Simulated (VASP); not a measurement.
An input for Quantum ESPRESSO's pw.x (written as the equivalent of a VASP run, and not itself run):

```
&CONTROL
  calculation = 'vc-relax'
  pseudo_dir = './pseudo'
  outdir = './out'
  tprnfor = .true.
  tstress = .true.
  nstep = 30
  forc_conv_thr = 0.00039
/
&SYSTEM
  ibrav = 0
  nat = 3
  ntyp = 2
  ecutwfc = 70
  occupations = 'smearing'
  smearing = 'gaussian'
  degauss = 0.003675
  input_dft = 'pz'
/
&ELECTRONS
  conv_thr = 7.3e-09
  electron_maxstep = 100
/
&IONS
/
&CELL
  cell_dofree = 'shape'
/
ATOMIC_SPECIES
  Pb 207.200 Pb.upf
  I 126.904 I.upf
CELL_PARAMETERS angstrom
     2.2320499   -3.8660240    0.0000000
     2.2320499    3.8660240    0.0000000
     0.0000000    0.0000000    6.8055550
ATOMIC_POSITIONS crystal
  Pb   0.0000000  0.0000000  0.0000000
  I    0.3333330  0.6666670  0.2747007
  I    0.6666670  0.3333330  0.7252993
K_POINTS automatic
  6 6 4 0 0 0
```

### Question
Write the VASP files for the same calculation (LDA).

### Answer
One answer among several that fit: 
KPOINTS:
```
Automatic mesh
0
Gamma
6 6 4
0 0 0
```

### INCAR
```
ALGO=Normal
EDIFF=1E-7
EDIFFG=-0.01
ENCUT=520
IBRION=2
ISIF=4
ISMEAR=0
LASPH=.TRUE.
LCHARG=.FALSE.
LMAXMIX=4
LREAL=.FALSE.
LWAVE=.FALSE.
NELM=100
NSW=30
PREC=Accurate
SIGMA=0.05
SYSTEM=PbI2
```

### POSCAR
```
PbI2
1
    2.2320499281    -3.8660240292     0.0000000000
    2.2320499281     3.8660240292     0.0000000000
    0.0000000000     0.0000000000     6.8055550212
Pb I
1 2
Direct
  0.0000000000   0.0000000000   0.0000000000
  0.3333330000   0.6666670000   0.2747007467
  0.6666670000   0.3333330000   0.7252992533
```

POTCAR, in this order: Pb_d I (LDA.64 set). Program: vasp_std.

Limits of the translation: the potentials are each code's own (VASP's PAW set, PseudoDojo norm-conserving files in pw.x), so ENCUT and ecutwfc are chosen apart and not converted; conv_thr bounds pw.x's estimated SCF error, while EDIFF bounds the energy change between steps; forc_conv_thr acts on force components and is met together with etot_conv_thr.

The compound is PbI2 in the 1T layered structure. This run relaxes it. Symmetry was kept, so distortions that lower it aren't found.
